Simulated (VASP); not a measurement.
Crystal: Cl3In, in a box.

```
Cl In
1.0
    11.00000    0.00000    0.00000
     0.00000   13.00000    0.00000
     0.00000    0.00000   13.00000
Cl In
3 1
Direct
  0.47165 0.56353 0.64980
  0.58245 0.37071 0.43219
  0.41991 0.63252 0.35543
  0.49140 0.52228 0.47912
```

Base run:

- Program: VASP 6.6.1
- Functional: PBE
- Potentials or basis: VASP PAW PBE potentials, release 64 (Cl, In_d)
- Cutoff: 520 eV
- k mesh: 1 × 1 × 1
- Occupations: gaussian, width 0.01 eV
- Spin: no spin polarisation

Its results: gap between the frontier levels 4.27 eV; largest force 0.340 eV/Å.

**Question.** After a change of settings the same cell gave: gap between the frontier levels 4.86 eV; largest force 0.087 eV/Å. Which change was it?
A. further incar settings from ALGO = Normal; EDIFF = 1e-06 to ALGO = Normal; EDIFF = 1e-07; NBANDS = 25
B. functional from PBE to r2SCAN; further incar settings from ALGO = Normal; EDIFF = 1e-06 to ALGO = Normal; EDIFF = 1e-06; NBANDS = 25
C. further incar settings from ALGO = Normal; EDIFF = 1e-06 to ALGO = Normal; EDIFF = 1e-07; dispersion from none to TS
D. functional from PBE to vdW-DF2; further incar settings from ALGO = Normal; EDIFF = 1e-06 to ALGO = Normal; EDIFF = 1e-07

**Answer.** B.

Caveats: spin-orbit coupling is left out, which moves the levels of the heavy elements; the PAW data sets were made with another functional, which shifts forces and pressure a little (some runs).

Not every run made on this cell is shown here.
